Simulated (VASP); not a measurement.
Calculation: PW91 GGA, VASP's PBE PAW potentials (set 64) (plane waves; VASP 6.6.1).

VASP ran on this input.

File KPOINTS:
```
Automatic mesh
0
Gamma
16 16 16
0 0 0
```

**POSCAR**
```
Pt
1
    0.0000000000     1.9488698283     1.9488698283
    1.9488698283     0.0000000000     1.9488698283
    1.9488698283     1.9488698283     0.0000000000
Pt
1
Direct
  0.0000000000   0.0000000000   0.0000000000
```

**INCAR**
```
# general
SYSTEM  = Pt
PREC    = Accurate
ENCUT   = 520
LREAL   = .FALSE.
LASPH   = .TRUE.

# electronic loop
EDIFF   = 1E-7
NELM    = 100
ALGO    = Normal
LMAXMIX = 6

# smearing
ISMEAR  = 1
SIGMA   = 0.1

# functional
GGA     = 91

# ions
ISIF    = 2

# output
LWAVE   = .FALSE.
LCHARG  = .FALSE.
```

POTCAR, in this order: Pt (PBE.64 set). Program: vasp_std.

Unless said otherwise, spin-orbit coupling is left out, though it shifts the bands of the heavy elements here.

### Question
Estimate the energy per atom (σ→0), pressure, band gap (on the k-mesh).

### Answer

The energy per atom (σ→0) comes out as -6.045 eV/atom, the band gap (on the k-mesh) comes out as none (metal, semimetal or under 0.01 eV) and the pressure is 18.14 GPa.

OSZICAR:
```
...
DAV:   5    -0.646216907801E+01   -0.81175E-05   -0.81176E-05  3038   0.809E-02    0.139E+01
DAV:   6    -0.609511599403E+01    0.36705E+00   -0.92744E-01  2662   0.885E+00    0.711E+00
DAV:   7    -0.604961614170E+01    0.45500E-01   -0.17925E-01  2771   0.378E+00    0.250E+00
DAV:   8    -0.604575928758E+01    0.38569E-02   -0.65696E-03  2793   0.824E-01    0.562E-01
DAV:   9    -0.604555441350E+01    0.20487E-03   -0.12267E-04  2779   0.118E-01    0.136E-02
DAV:  10    -0.604555924375E+01   -0.48302E-05   -0.24910E-06  3093   0.133E-02    0.210E-03
DAV:  11    -0.604555930227E+01   -0.58525E-07   -0.43234E-08  2181   0.217E-03
   1 F= -.60455593E+01 E0= -.60453106E+01  d E =-.746044E-03
```

The compound is Pt in the fcc structure. This cell is one point of a volume scan, at 0.94 of the reference volume.
